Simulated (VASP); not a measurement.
A convergence study with VASP on MgSe (rock salt): one setting is varied, all else stays as given below, so the limit is that of these other settings. Each run relaxes cell and ions from the cell shown. The basis is that of the starting cell, so low cut-offs carry a Pulay error.

```
MgSe
1.0
    0.00000     2.73000     2.73000
    2.73000     0.00000     2.73000
    2.73000     2.73000     0.00000
Mg Se
1 1
Cartesian
  0.00000   0.00000   0.00000
  2.73000   2.73000   2.73000
```

Level of theory: PBE GGA, VASP's PBE PAW potentials (set 64) (plane waves; VASP 6.6.1). The tightest run used: 700 eV cut-off, 7×7×7 Γ-centred mesh, Gaussian smearing of 0.050 eV, potentials Mg Se.

Gaps are read on the run's mesh, which can miss a band edge.

Task: The settings run are ENCUT = 150; ENCUT = 200; ENCUT = 250; ENCUT = 300; ENCUT = 350; ENCUT = 400; ENCUT = 450; ENCUT = 500; ENCUT = 600; ENCUT = 650; ENCUT = 700. From which on does the relaxed volume stay within 0.1 Å³/atom of the tightest run?

Result: From ENCUT = 250 on: it is off by 0.041 there and by no more than 0.1 in any finer run, while ENCUT = 200 is off by 0.251.
```tsv
setting	relaxed volume (Å³/atom)	E (eV/atom)	gap on the mesh (eV)	plane waves	difference judged (Å³/atom)
ENCUT = 150	19.834	-3.7205	2.020	180	1.014
ENCUT = 200	20.597	-3.7382	1.979	273	0.251
ENCUT = 250	20.807	-3.7428	1.966	378	0.041
ENCUT = 300	20.847	-3.7442	1.961	531	0.001
ENCUT = 350	20.844	-3.7444	1.961	620	0.003
ENCUT = 400	20.841	-3.7445	1.961	757	0.007
ENCUT = 450	20.843	-3.7446	1.961	899	0.004
ENCUT = 500	20.848	-3.7446	1.961	1045	0.001
ENCUT = 600	20.849	-3.7447	1.960	1374	0.001
ENCUT = 650	20.848	-3.7447	1.960	1545	0.000
ENCUT = 700	20.848	-3.7447	1.961	1729	0.000
```

Left out are rungs that failed or repeat a setting and relaxations that didn't move; long series are thinned to 24 rows.

The compound is MgSe in the rock salt structure.
